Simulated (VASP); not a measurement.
These are PBEsol GGA with spin-orbit coupling, VASP's PBE PAW potentials (set 64) (plane waves; VASP) values and carry that method's errors.

A VASP calculation is set up with these files.

**POSCAR**
```
ZrS2
1
    1.8147401680    -3.1432221951    -0.0000000000
    1.8147401680     3.1432221951     0.0000000000
    0.0000000000     0.0000000000     5.8679848074
Zr S
1 2
Direct
  0.0000000000   0.0000000000   0.0000000000
  0.3333330000   0.6666670000   0.2475190258
  0.6666670000   0.3333330000   0.7524809742
```

**KPOINTS_OPT**
```
k-points along high-symmetry lines
5
Line-mode
Reciprocal
  0.000000   0.000000   0.000000 ! GAMMA
  0.500000  -0.000000   0.000000 ! M

  0.500000  -0.000000   0.000000 ! M
  0.333333   0.333333   0.000000 ! K

  0.333333   0.333333   0.000000 ! K
  0.000000   0.000000   0.000000 ! GAMMA

  0.000000   0.000000   0.000000 ! GAMMA
  0.000000   0.000000   0.500000 ! A

  0.000000   0.000000   0.500000 ! A
  0.500000  -0.000000   0.500000 ! L

  0.500000  -0.000000   0.500000 ! L
  0.333333   0.333333   0.500000 ! H

  0.333333   0.333333   0.500000 ! H
  0.000000   0.000000   0.500000 ! A

  0.500000  -0.000000   0.500000 ! L
  0.500000  -0.000000   0.000000 ! M

  0.333333   0.333333   0.500000 ! H
  0.333333   0.333333   0.000000 ! K
```

INCAR:
```
SYSTEM = ZrS2
PREC = Accurate
ENCUT = 400
EDIFF = 1E-6
NELM = 100
ALGO = Normal
LREAL = .FALSE.
LASPH = .TRUE.
ISMEAR = 0
SIGMA = 0.05
GGA = PS
LMAXMIX = 4
LWAVE = .FALSE.
LCHARG = .FALSE.
LSORBIT = .TRUE.
MAGMOM = 0 0 0 0 0 0 0 0 0
GGA_COMPAT = .FALSE.
```

### KPOINTS
```
Automatic mesh
0
Gamma
8 8 4
0 0 0
```

POTCAR, in this order: Zr_sv S (PBE.64 set). Program: vasp_ncl.

Without a dispersion term in the relaxation, distances and binding between the weakly bound layers, chains or molecules are unreliable, and so is what depends on them.

Problem. What does the run give for the energy per atom (σ→0), band gap (over mesh and band path)?

Solution. 
```
Quantity                                    Result
----------------------------------  --------------
energy per atom (σ→0)               -7.543 eV/atom
band gap (over mesh and band path)         0.75 eV
```

**OSZICAR**
```
...
DAV:  10    -0.226287010805E+02   -0.10025E-03   -0.14487E-03  3056   0.309E-01    0.175E-01
DAV:  11    -0.226286992587E+02    0.18218E-05   -0.73917E-05  3128   0.566E-02    0.813E-02
DAV:  12    -0.226286922348E+02    0.70239E-05   -0.15986E-05  2848   0.319E-02    0.283E-02
DAV:  13    -0.226286972375E+02   -0.50027E-05   -0.11556E-05  2736   0.264E-02    0.155E-02
DAV:  14    -0.226286972555E+02   -0.17949E-07   -0.50449E-07  1920   0.616E-03
   1 F= -.22628697E+02 E0= -.22628697E+02  d E =-.179081E-26  mag=     0.0000    -0.0000    -0.0000
       N       E                     dE             ncg
       N       E                     dE             ncg
```

The compound is ZrS2 in the 1T layered structure. It was relaxed first.
